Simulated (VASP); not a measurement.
Output of a VASP run:

File OSZICAR:
```
       N       E                     dE             d eps       ncg     rms          rms(c)
DAV:   1     0.392860303609E+03    0.39286E+03   -0.11150E+04  1928   0.157E+03
DAV:   2     0.106183364775E+02   -0.38224E+03   -0.37662E+03  2662   0.657E+02
DAV:   3    -0.133714862378E+02   -0.23990E+02   -0.23489E+02  3192   0.194E+02
DAV:   4    -0.137667986953E+02   -0.39531E+00   -0.39169E+00  2907   0.239E+01
DAV:   5    -0.137757538009E+02   -0.89551E-02   -0.89387E-02  3228   0.323E+00    0.760E+00
DAV:   6    -0.125948279606E+02    0.11809E+01   -0.27871E+00  2424   0.219E+01    0.225E+00
DAV:   7    -0.124460180922E+02    0.14881E+00   -0.65596E-01  2508   0.966E+00    0.839E-01
DAV:   8    -0.124359573900E+02    0.10061E-01   -0.26303E-02  2635   0.246E+00    0.226E-01
DAV:   9    -0.124347509373E+02    0.12065E-02   -0.67800E-03  2560   0.101E+00    0.221E-02
DAV:  10    -0.124347736729E+02   -0.22736E-04   -0.12059E-04  3256   0.167E-01    0.687E-03
DAV:  11    -0.124347709576E+02    0.27153E-05   -0.28706E-06  2048   0.271E-02    0.186E-03
DAV:  12    -0.124347721229E+02   -0.11654E-05   -0.39377E-07  1569   0.149E-02    0.836E-04
DAV:  13    -0.124347719593E+02    0.16367E-06   -0.13349E-07  1485   0.764E-03
   1 F= -.12434772E+02 E0= -.12434401E+02  d E =-.124348E+02
       N       E                     dE             d eps       ncg     rms          rms(c)
DAV:   1    -0.124349604171E+02   -0.18829E-03   -0.11084E-02  2396   0.225E+00    0.954E-02
DAV:   2    -0.124348321807E+02    0.12824E-03   -0.10580E-03  2913   0.631E-01    0.420E-02
DAV:   3    -0.124347979137E+02    0.34267E-04   -0.10383E-04  3245   0.144E-01    0.149E-02
DAV:   4    -0.124347951717E+02    0.27420E-05   -0.79761E-06  2644   0.387E-02    0.400E-03
DAV:   5    -0.124347951185E+02    0.53219E-07   -0.68298E-07  1408   0.160E-02
   2 F= -.12434795E+02 E0= -.12434428E+02  d E =-.231592E-04
```

**OUTCAR**
```
------------------------ aborting loop because EDIFF is reached ----------------------------------------
  FORCE on cell =-STRESS in cart. coord.  units (eV):
  Direction    XX          YY          ZZ          XY          YZ          ZX
  --------------------------------------------------------------------------------------
  Total        0.0078035      0.0078035     -0.0044581      0.0000000     -0.0000000      0.0000000
  in kB        0.2556188      0.2556188     -0.1460336      0.0000000     -0.0000000      0.0000000
  external PRESSURE =       0.1217347 kB  Pullay stress =       0.0000000 kB
  volume of cell :       48.91
      direct lattice vectors                 reciprocal lattice vectors
     1.656563094 -2.869251358  0.000000000     0.301829735 -0.174261484  0.000000000
     1.656563094  2.869251358 -0.000000000     0.301829735  0.174261484  0.000000000
     0.000000000  0.000000000  5.145186006     0.000000000  0.000000000  0.194356433
 POSITION                                       TOTAL-FORCE (eV/Angst)
 -----------------------------------------------------------------------------------
      1.65656      0.95642      1.28630        -0.000000      0.000000      0.000000
      1.65656     -0.95642      3.85889         0.000000     -0.000000      0.000000
 -----------------------------------------------------------------------------------
    total drift:                                0.000000      0.000691     -0.000014
  FREE ENERGIE OF THE ION-ELECTRON SYSTEM (eV)
  ---------------------------------------------------
  free  energy   TOTEN  =       -12.4347951185 eV

  energy  without entropy=      -12.4336946262  energy(sigma->0) =      -12.43442829

 reached required accuracy - stopping structural energy minimisation
```
(Selected blocks of OUTCAR.)

### POSCAR
```
Sc
1
    1.6555690496    -2.8675296227    -0.0000000000
    1.6555690496     2.8675296227    -0.0000000000
    0.0000000000     0.0000000000     5.1473514103
Sc
2
Direct
  0.3333330000   0.6666670000   0.2500000000
  0.6666670000   0.3333330000   0.7500000000
```

Reconstruct the remaining input files.

Several could match; the one computed here: the input of the run itself, PW91 GGA, plane waves, VASP's PBE PAW potentials (set 64).

**INCAR**
```
ALGO = Normal
EDIFF = 1E-6
EDIFFG = -0.01
ENCUT = 520
GGA = 91
IBRION = 2
ISIF = 3
ISMEAR = 1
LASPH = .True.
LCHARG = .False.
LMAXMIX = 4
LREAL = .False.
LWAVE = .False.
NELM = 100
NSW = 60
PREC = Accurate
SIGMA = 0.1
SYSTEM = Sc
```

**KPOINTS**
```
Automatic mesh
0
Gamma
  11 11 7
```

POTCAR, in this order: Sc_sv (PBE.64 set). Program: vasp_std.

The compound is Sc in the hcp structure. This run relaxes it. Symmetry was kept, so distortions that lower it aren't found. The start is the result of an earlier pass.
